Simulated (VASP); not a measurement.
Level of theory: PBE GGA with D3 dispersion (Becke-Johnson damping), VASP's PBE PAW potentials (set 64) (plane waves; VASP 6.6.1).

VASP ran on this input.

**KPOINTS**
```
Regular mesh
0
G
 11 11 11
```

POSCAR:
```
LiF
1
    0.0000000000     1.9767252351     1.9767252351
    1.9767252351     0.0000000000     1.9767252351
    1.9767252351     1.9767252351     0.0000000000
Li F
1 1
Direct
  0.0000000000   0.0000000000   0.0000000000
  0.5000000000   0.5000000000   0.5000000000
```

INCAR:
```
! general
SYSTEM=LiF
PREC  =Accurate
ENCUT =520
LREAL =F
LASPH =T

! electronic loop
EDIFF =1E-7
NELM  =100   ! most electronic steps
ALGO  =Normal   ! blocked Davidson

! smearing
ISMEAR=0
SIGMA =0.05   ! width (eV)

! functional
GGA   =PE   ! PBE
IVDW  =12   ! D3, Becke-Johnson

! ions
ISIF  =2   ! forces and stress, cell fixed

! output
LWAVE =F
LCHARG=F
```

POTCAR, in this order: Li_sv F (PBE.64 set). Program: vasp_std.

What will the output report for the number of irreducible k-points (NKPTS), largest plane-wave count, number of space-group operations, FFT grid (NGX, NGY, NGZ)?

```
Item                                           Value
--------------------------------------  ------------
number of irreducible k-points (NKPTS)            56
largest plane-wave count                         428
number of space-group operations                  48
FFT grid (NGX, NGY, NGZ)                24 × 24 × 24
```

The compound is LiF in the rock salt structure. This cell is one point of a volume scan, at 0.97 of the reference volume.
